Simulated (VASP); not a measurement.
An input for Ansatz (written as the equivalent of a VASP run, and not itself run):

Ansatz 0.2 input:
```yaml
crystal:
  lattice:
    - [0.0000000, 2.5166787, 2.5166787]
    - [2.5166787, 0.0000000, 2.5166787]
    - [2.5166787, 2.5166787, 0.0000000]
  atoms:
    - { symbol: Ag, position: [0.0000000, 1.0000000, 1.0000000] }
    - { symbol: Br, position: [0.5000000, 0.5000000, 0.5000000] }
kpoints:
  mp_grid: { grid: [9, 9, 9] }
hamiltonian:
  xc: lda
  pseudopotentials: { kind: paw }
scf:
  occupations: { method: gaussian, width: 0.05 }
  max_iter: 100
relax:
  max_steps: 40
  f_tol: 0.02
  cell: { p_target: 45 }
output: { forces: true, stress: true, eigenvalues: true }
```

Task: Write the VASP files for the same calculation (LDA).

Result: One answer among several that fit: 
### POSCAR
```
AgBr
1
    0.0000000000     2.5166787412     2.5166787412
    2.5166787412     0.0000000000     2.5166787412
    2.5166787412     2.5166787412     0.0000000000
Ag Br
1 1
Direct
  0.0000000000   1.0000000000   1.0000000000
  0.5000000000   0.5000000000   0.5000000000
```

### KPOINTS
```
Automatic mesh
0
Gamma
9 9 9
0 0 0
```

**INCAR**
```
SYSTEM = AgBr
PREC = Accurate; ENCUT = 500; LREAL = F
LASPH = T
EDIFF = 1E-6; NELM = 100; ALGO = Normal
LMAXMIX = 4
ISMEAR = 0; SIGMA = 0.05
IBRION = 2; NSW = 40; ISIF = 3
EDIFFG = -0.02; PSTRESS = 450
LWAVE = F; LCHARG = F
```

POTCAR, in this order: Ag Br (LDA.64 set). Program: vasp_std.

Limits of the translation: each code has its own PAW files, so the cut-off isn't converted (ENCUT is set for VASP's; basis.ecutwfc is left out, and Ansatz then takes the one that its files recommend); Ansatz stops its SCF on the density residual and VASP on the energy change (EDIFF); Ansatz's lda is the Perdew-Wang form, while the LDA potentials of VASP carry Perdew-Zunger's.

The compound is AgBr in the rock salt structure. It was relaxed first under an external pressure of 45 GPa.
